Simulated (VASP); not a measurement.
## AlCl: single point with HSE(alpha, omega)

Crystal: AlCl.

```xyz
2
Lattice="0.0000 2.8486 2.8486 2.8486 0.0000 2.8486 2.8486 2.8486 0.0000" Properties=species:S:1:pos:R:3 pbc="T T T"
Al    2.8486    2.8486    2.8486
Cl    0.0000    0.0000    0.0000
```

The cell was built by a generator and needn't be a form met in nature.

```
Program             : VASP 6.6.1
Task                : single point
Functional          : HSE(alpha, omega)
Potentials or basis : VASP PAW PBE potentials, release 64 (Al, Cl)
Cutoff              : 520 eV
k mesh              : 4 × 4 × 4
Occupations         : fermi-dirac, width 0.05 eV
Spin                : no spin polarisation
```

```
Pressure               : 4.5 GPa
Band gap on the k mesh : 0.34 eV, direct
```

Levels at points of the mesh, in eV from the valence-band top:
```
           k point  band 2  band 3  band 4  band 5  band 6  band 7  band 8  band 9
(0.00, 0.00, 0.00)   -5.38   -5.38   -5.38   -4.55    5.60    5.60    5.60    5.76
(0.50, 0.00, 0.00)   -8.57   -5.56   -5.56    0.00    0.34    2.51    2.51    7.52
(0.50, 0.50, 0.00)   -7.62   -6.24   -6.24   -3.82    2.66    4.27    5.40    5.40
```

Wall time 55 s on 1 thread of Intel(R) Xeon(R) Platinum 8559C (Emerald Rapids) (shared host), peak memory 0.26 GiB.

Caveat: the k mesh is coarse (spacing up to 0.48 Å⁻¹), so the values aren't converged, least of all with exact exchange; the PAW data sets were made with another functional, which shifts forces and pressure a little. A k mesh can miss the band edges.
